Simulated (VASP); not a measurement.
Data:

```yaml
crystal:
  lattice:
    - [3.19499, 0.00000, 0.00000]
    - [-1.59749, 2.76694, 0.00000]
    - [0.00000, 0.00000, 10.27989]
  atoms:
    - { symbol: Cd, position: [0.00000, 0.00000, 0.00000] }
    - { symbol: Cd, position: [0.00000, 0.00000, 0.50000] }
    - { symbol: Cd, position: [0.33333, 0.66667, 0.25000] }
    - { symbol: Cd, position: [0.66667, 0.33333, 0.75000] }
```

Level of theory: LDA (Ceperley-Alder, Perdew-Zunger), VASP's LDA PAW potentials (set 64) (plane waves; VASP 6.6.1). Run with 300 eV cut-off, 8×8×3 Γ-centred mesh, first-order Methfessel-Paxton smearing of 0.10 eV, potentials Cd.

At this cut-off the stress carries a Pulay error, which pulls relaxed volumes low.

Task: Give the stress tensor in GPa (positive for a compressed cell).

Result: 
```
-6.31   0.00   0.00
 0.00  -6.31   0.00
 0.00   0.00  -6.67
```
The pressure is its mean diagonal, -6.43 GPa.

The structure was generated: Cd was put into an ordered model structure, which need not be its known phase. The cell was not relaxed at this level.
